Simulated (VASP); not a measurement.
Data:

Al has the cubic space group Fm-3m (No. 225), the fcc (Cu type) structure, Pearson symbol cF4. Conventional cell: a = b = c = 4.060 Å, α = β = γ = 90.00°. Al on 4a is surrounded by 12 Al at 2.871 Å (cuboctahedral). (Neighbours: up to the widest gap in distance over summed covalent radii, below 1.35, at either atom.)
(The calculation used a cell of 1 atom; values per cell refer to that cell.)

Level of theory: RPBE GGA, VASP's PBE PAW potentials (set 64) (plane waves; VASP 6.6.1). Numerical set-up: 520 eV cut-off, 15×15×15 Γ-centred mesh, first-order Methfessel-Paxton smearing of 0.10 eV, potentials Al.

Task: Give the energy at these volumes per atom, relative to the lowest: 15.72, 16.22, 16.72, 17.23, 17.73 Å³.

Result: 16.5, 3.9, 0.0, 3.4, 12.6 meV/atom. A third-order Birch-Murnaghan fit gives B0 = 76.5 GPa and B0′ = 5.5.

Measured: bulk modulus 80.8 GPa at 0 K (computed value off by -5.3 %), as given by H. Levämäki et al., Physical Review B (2014), arXiv:1402.3671 [corrected for temperature and zero-point phonon effects]; a 4.018 Å at 0 K (computed value off by +1.0 %), as given by Daniel Mejia-Rodriguez et al., Physical Review B (2018), arXiv:1807.09216 [static lattice: zero-point anharmonic expansion removed].

The compound is Al in the fcc structure. It was relaxed first.
